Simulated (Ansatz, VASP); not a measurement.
## Two plane-wave programs on NaAl3

```xyz
4
Lattice="-2.2165 2.2165 4.0326 2.2165 -2.2165 4.0326 2.2165 2.2165 -4.0326" Properties=species:S:1:pos:R:3 pbc="T T T"
Al    0.0000    0.0000    4.0326
Al    2.2165    0.0000    2.0163
Al    0.0000    2.2165    2.0163
Na    0.0000    0.0000    0.0000
```

Change from the starting cell: volume scaled by 1.04.

Alike in both runs: task single point; functional PBE; k mesh 9 × 9 × 9; occupations fermi-dirac, width 0.05 eV; no spin polarisation.

|  | VASP | Ansatz |
| --- | --- | --- |
| version | VASP 6.6.1 | Ansatz 0.2.0 |
| potentials or method | VASP PAW PBE potentials, release 64 (Al, Na_pv) | Ansatz PAW |
| plane-wave cutoff (eV) | 520 | 420 |
| valence electrons in the cell | 16 | 18 |

```csv
,VASP,Ansatz,Ansatz less VASP
gap on the k mesh at the Fermi level (eV),none,none,-
pressure (GPa),-1.8,-1.8,-0.01
largest component of the traceless stress (GPa),0.80,0.80,+0.006
```

A gap of «none» marks a metal or a gap that the smearing closes. The two sets of potentials don't hold the same shells in valence.
